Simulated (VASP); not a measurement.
**C: relaxation of cell and atoms with PBE+D3(BJ)**

The system is C.

```
C
1.0
     2.46594    0.00000    0.00000
    -1.23297    2.13556    0.00000
     0.00000    0.00000    6.69071
C
4
Direct
  0.00000 0.00000 0.25000
  0.00000 0.00000 0.75000
  0.33333 0.66667 0.25000
  0.66667 0.33333 0.75000
```

```yaml
Program: VASP 6.6.1
Task: relaxation of cell and atoms
Functional: PBE
Dispersion: D3(BJ)
Potentials_or_basis: VASP PAW PBE potentials, release 64 (C)
Cutoff: 520 eV
k_mesh: 15 × 15 × 4
Occupations: gaussian, width 0.02 eV
Spin: no spin polarisation
Further_INCAR_settings: ALGO = Normal; EDIFF = 1e-07; AMIX = 0.2; IBRION = 2; EDIFFG = -0.002; NSW = 80; ISIF = 3
```

```yaml
Relaxed_volume: 8.85 Å³/atom
Relaxed_cell: a = 2.466 Å, b = 2.466 Å, c = 6.723 Å, α = 90.00°, β = 90.00°, γ = 120.00°
Space_group_after_relaxing_to_0.05_Å: P6_3/mmc (No. 194)
Energy_gained_by_relaxing: 0.0 meV/atom
Ionic_steps: 8
Pressure_after_relaxing: 0.0 GPa
Band_gap_on_the_k_mesh: none (metal or under the smearing width)
Dispersion_energy_per_atom: -0.156 eV
```

Final structure:
```
C
1.0
     2.46634    0.00000    0.00000
    -1.23317    2.13591    0.00000
     0.00000    0.00000    6.72315
C
4
Direct
  0.00000 0.00000 0.25000
  0.00000 0.00000 0.75000
  0.33333 0.66667 0.25000
  0.66667 0.33333 0.75000
```

Levels at points of the mesh, in eV from the Fermi level:
```
           k point  band 4  band 5  band 6  band 7  band 8  band 9  band 10  band 11  band 12
(0.00, 0.00, 0.00)   -6.54   -3.01   -3.01   -3.00   -3.00    4.28     8.32     8.32     8.37
(0.00, 0.00, 0.50)   -7.61   -3.00   -3.00   -3.00   -3.00    6.91     6.91     8.34     8.34
```

It took 98 s on 1 thread of Intel(R) Xeon(R) Platinum 8488C (Sapphire Rapids), on a shared host, peak memory 0.17 GiB.
